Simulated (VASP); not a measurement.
A cell of PtAl2 (fluorite) near equilibrium:

```yaml
crystal:
  lattice:
    - [0.00000, 2.94966, 2.94966]
    - [2.94966, 0.00000, 2.94966]
    - [2.94966, 2.94966, 0.00000]
  atoms:
    - { symbol: Al, position: [0.25000, 0.25000, 0.25000] }
    - { symbol: Al, position: [0.75000, 0.75000, 0.75000] }
    - { symbol: Pt, position: [0.00000, 0.00000, 0.00000] }
```

These are r2SCAN meta-GGA, VASP's PBE PAW potentials (set 64) (plane waves; VASP 6.6.1) values and carry that method's errors.

```json
[
 {"run": "as it is", "ΔE (meV/atom)": "0.0", "σxx": "0.09", "σyy": "0.09", "σzz": "0.09", "largest shear component, with its sign (GPa)": "0.00", "largest force (eV/Å)": "0.000"},
 {"run": "after one change", "ΔE (meV/atom)": "5.9", "σxx": "0.55", "σyy": "0.19", "σzz": "0.19", "largest shear component, with its sign (GPa)": "2.03", "largest force (eV/Å)": "0.476"}
]
```
Stress is in GPa, positive when the cell is compressed.

Problem. Name the change that produced these shifts.
A) isotropic strain of +4.0 %
B) uniaxial strain of +1.0 % along x
C) atom 3 (Pt) moved by 0.075 Å along z
D) atom 2 (Al) moved by 0.075 Å along x

Solution. D, atom 2 (Al) moved by 0.075 Å along x

The compound is PtAl2 in the fluorite structure.
